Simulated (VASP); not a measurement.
All values below come from revPBE GGA, VASP's PBE PAW potentials (set 64) (plane waves; VASP).

VASP ran on this input.

**KPOINTS**
```
Automatic mesh
0
Gamma
14 10 1
0 0 0
```

### POSCAR
```
Al2Au
1
    4.2426410000     0.0000000000     0.0000000000
   -4.2426410000     4.2426410000     0.0000000000
    0.0000000000     0.0000000000    26.5000000000
Al Au
8 4
Direct
  0.5270090000   0.0068850000   0.4150830000
  0.4871950000   0.4975190000   0.4138090000
  0.5073020000   0.5139890000   0.3033550000
  0.5145570000  -0.0039000000   0.3043070000
  0.5055410000  -0.0235960000   0.6443860000
  0.5268050000   0.5046940000   0.6408160000
  0.4633850000   0.4900660000   0.5261420000
  0.5058580000   0.0277200000   0.5295660000
  0.0038940000   0.0016540000   0.4695310000
  0.9483940000   0.4675460000   0.3621260000
  0.0248490000   0.0212610000   0.6960970000
  0.9852120000   0.4961630000   0.5815750000
```

**INCAR**
```
PREC  =  Accurate
LREAL  =  F
SYSTEM  =  Al2Au
ENCUT  =  300   ! plane-wave cut-off (eV)
ISIF  =  2   ! forces and stress, cell fixed
ALGO  =  Normal   ! blocked Davidson
SIGMA  =  0.1   ! width (eV)
LCHARG  =  F
ISMEAR  =  0   ! Gaussian
GGA  =  RE
LWAVE  =  F
LASPH  =  T   ! aspherical one-centre terms
EDIFF  =  1E-6   ! SCF stop (eV)
LMAXMIX  =  6   ! l cut-off of mixed one-centre charges
NELM  =  100
```

POTCAR, in this order: Al Au (PBE.64 set). Program: vasp_std.

The resulting files:

File OSZICAR:
```
       N       E                     dE             d eps       ncg     rms          rms(c)
DAV:   1     0.322573637860E+03    0.32257E+03   -0.19343E+04  5904   0.853E+02
DAV:   2    -0.183148033517E+02   -0.34089E+03   -0.32527E+03  7722   0.197E+02
DAV:   3    -0.447020652760E+02   -0.26387E+02   -0.25862E+02  7056   0.557E+01
DAV:   4    -0.455349253417E+02   -0.83286E+00   -0.82968E+00  8104   0.105E+01
DAV:   5    -0.455615707361E+02   -0.26645E-01   -0.26626E-01  8191   0.180E+00    0.174E+01
DAV:   6    -0.417257018744E+02    0.38359E+01   -0.36183E+01  6955   0.339E+01    0.899E+00
DAV:   7    -0.442864743305E+02   -0.25608E+01   -0.33716E+01  7947   0.339E+01    0.820E+00
DAV:   8    -0.411439429538E+02    0.31425E+01   -0.30611E+01  7967   0.212E+01    0.423E+00
DAV:   9    -0.408765452450E+02    0.26740E+00   -0.21620E+00  7013   0.777E+00    0.105E+00
DAV:  10    -0.408643006078E+02    0.12245E-01   -0.25722E-01  6951   0.272E+00    0.798E-01
DAV:  11    -0.408613238652E+02    0.29767E-02   -0.37916E-02  7544   0.939E-01    0.624E-01
DAV:  12    -0.408604633896E+02    0.86048E-03   -0.51668E-03  7927   0.307E-01    0.334E-01
DAV:  13    -0.408593231372E+02    0.11403E-02   -0.21546E-03  7252   0.224E-01    0.784E-02
DAV:  14    -0.408593153361E+02    0.78011E-05   -0.23317E-04  7256   0.937E-02    0.427E-02
DAV:  15    -0.408589339120E+02    0.38142E-03   -0.37366E-04  6905   0.701E-02    0.308E-02
DAV:  16    -0.408588780831E+02    0.55829E-04   -0.43049E-05  7384   0.395E-02    0.128E-02
DAV:  17    -0.408588238601E+02    0.54223E-04   -0.30025E-05  6795   0.173E-02    0.926E-03
DAV:  18    -0.408587984906E+02    0.25370E-04   -0.16649E-05  6182   0.191E-02    0.552E-03
DAV:  19    -0.408588095915E+02   -0.11101E-04   -0.82823E-06  4725   0.171E-02    0.338E-03
DAV:  20    -0.408588254082E+02   -0.15817E-04   -0.46811E-06  4723   0.768E-03    0.205E-03
DAV:  21    -0.408588400663E+02   -0.14658E-04   -0.73446E-07  4783   0.629E-03    0.136E-03
DAV:  22    -0.408588554078E+02   -0.15342E-04   -0.11144E-06  4394   0.299E-03    0.108E-03
DAV:  23    -0.408588784856E+02   -0.23078E-04   -0.95593E-07  4136   0.295E-03    0.691E-04
DAV:  24    -0.408588885650E+02   -0.10079E-04   -0.40490E-07  4267   0.238E-03    0.317E-04
DAV:  25    -0.408588946812E+02   -0.61162E-05   -0.34341E-07  3913   0.106E-03    0.266E-04
DAV:  26    -0.408588961570E+02   -0.14757E-05   -0.80119E-08  3990   0.904E-04    0.976E-05
DAV:  27    -0.408588968125E+02   -0.65551E-06   -0.37247E-08  3659   0.400E-04
   1 F= -.40858897E+02 E0= -.40850203E+02  d E =-.173873E-01
```

OUTCAR:
```
------------------------ aborting loop because EDIFF is reached ----------------------------------------
  FORCE on cell =-STRESS in cart. coord.  units (eV):
  Direction    XX          YY          ZZ          XY          YZ          ZX
  --------------------------------------------------------------------------------------
  Total        5.5276327      5.9140653      5.9570850     -0.1477288      0.5901396      0.2793311
  in kB       18.5665546     19.8645281     20.0090255     -0.4962006      1.9821975      0.9382345
  external PRESSURE =      19.4800361 kB  Pullay stress =       0.0000000 kB
  volume of cell :      477.00
      direct lattice vectors                 reciprocal lattice vectors
     4.242641000  0.000000000  0.000000000     0.235702243  0.235702243  0.000000000
    -4.242641000  4.242641000  0.000000000     0.000000000  0.235702243  0.000000000
     0.000000000  0.000000000 26.500000000     0.000000000  0.000000000  0.037735849
 POSITION                                       TOTAL-FORCE (eV/Angst)
 -----------------------------------------------------------------------------------
      2.20670      0.02921     10.99970        -0.622961     -1.067234      0.287231
     -0.04380      2.11079     10.96594         0.023228      0.207440      0.238660
     -0.02837      2.18067      8.03891        -0.076042      0.012185     -0.252430
     -2.04301      4.22609      8.06414        -0.033787     -0.425136     -0.372104
     -1.99770      4.14253     17.07623        -0.732650      0.343869     -0.197382
      0.09381      2.14124     16.98162        -0.431794      0.088478      0.247050
     -0.11320      2.07917     13.94276         0.440257      0.465550      0.001816
      2.02857      0.11761     14.03350         0.277730     -1.150221     -0.494855
      0.00950      0.00702     12.44257         0.028743     -0.350220      0.568095
      2.04007      1.98363      9.59634         0.316823      1.413926     -0.927591
      0.01522      0.09020     18.44657         0.553828     -0.216616     -0.107064
      2.07486      2.10504     15.41174         0.256626      0.677979      1.008574
 -----------------------------------------------------------------------------------
    total drift:                                0.000217     -0.000338     -0.001626
  FREE ENERGIE OF THE ION-ELECTRON SYSTEM (eV)
  ---------------------------------------------------
  free  energy   TOTEN  =       -40.8588968125 eV

  energy  without entropy=      -40.8415095211  energy(sigma->0) =      -40.85020317
```
(Selected blocks of OUTCAR.)

At this cut-off the stress carries a Pulay error, which pulls relaxed volumes low. The cell holds a wide vacuum, so values per volume refer to the whole cell.

The cell is a sheet with vacuum, built from a generated structure.
